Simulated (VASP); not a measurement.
Given:

```
CELL_PARAMETERS angstrom
      0.00000     2.18367     2.18367
      2.18367     0.00000     2.18367
      2.18367     2.18367     0.00000
ATOMIC_POSITIONS crystal
  Al 0.00000 0.00000 0.00000
  N  0.25000 0.25000 0.25000
```

The numbers are results of PBE GGA with D4 dispersion, VASP's PBE PAW potentials (set 64) (plane waves; VASP 6.6.1), not measurements. Settings: 520 eV cut-off, 12×12×12 Γ-centred mesh, tetrahedra with Blöchl corrections, potentials Al N.

Task: Tabulate the total density of states (states/eV per cell) against energy (eV; zero at the valence-band maximum or, without a gap, the Fermi level).

Result: 
```
E (eV) | DOS (states/eV)
    -9.94 |  0.00
    -9.70 |  0.00
    -9.46 |  0.00
    -9.34 |  0.00
    -9.10 |  0.00
    -8.86 |  0.00
    -8.62 |  0.00
    -8.50 |  0.00
    -8.26 |  0.00
    -8.02 |  0.00
    -7.78 |  0.00
    -7.66 |  0.00
    -7.42 |  0.00
    -7.18 |  0.00
    -6.94 |  0.00
    -6.82 |  0.00
    -6.58 |  0.00
    -6.34 |  0.00
    -6.10 |  0.00
    -5.98 |  0.00
    -5.74 | # 0.09
    -5.50 | #### 0.29
    -5.26 | ###### 0.44
    -5.14 | ####### 0.52
    -4.90 | ########## 0.70
    -4.66 | ################### 1.40
    -4.42 | ############################## 2.17
    -4.18 | ############# 0.93
    -4.06 | ######## 0.60
    -3.82 | ##### 0.33
    -3.58 | ##### 0.34
    -3.34 | ########### 0.78
    -3.22 | ########## 0.72
    -2.98 | ########## 0.74
    -2.74 | ########### 0.83
    -2.50 | ############ 0.83
    -2.38 | ############ 0.88
    -2.14 | ############### 1.05
    -1.90 | ################### 1.36
    -1.66 | ####################### 1.63
    -1.54 | ####################### 1.65
    -1.30 | ####################### 1.68
    -1.06 | ######################## 1.76
    -0.82 | ######################### 1.82
    -0.70 | ########################### 1.92
    -0.46 | ###################### 1.61
    -0.22 | ############## 1.00
     0.02 | # 0.07
     0.14 |  0.00
     0.38 |  0.00
     0.62 |  0.00
     0.86 |  0.00
     0.98 |  0.00
     1.22 |  0.00
     1.46 |  0.00
     1.70 |  0.00
     1.94 |  0.00
     2.06 |  0.00
     2.30 |  0.00
     2.54 |  0.00
     2.78 |  0.00
     2.90 |  0.00
     3.14 |  0.00
     3.38 |  0.00
     3.62 | # 0.04
     3.74 | # 0.07
     3.98 | # 0.09
     4.22 | ## 0.13
     4.46 | ## 0.16
     4.58 | ### 0.19
     4.82 | ### 0.23
     5.06 | #### 0.28
     5.30 | ##### 0.34
     5.42 | ##### 0.38
     5.66 | ###### 0.47
     5.90 | ######## 0.61
     6.14 | ########## 0.75
     6.26 | ########### 0.79
     6.50 | ########### 0.79
     6.74 | ########## 0.75
```
Within 2 eV below the valence-band maximum the largest weight inside VASP's projection spheres is N p.

The compound is AlN in the zinc blende structure, a metastable form; wurtzite is the usual one. It was relaxed first.
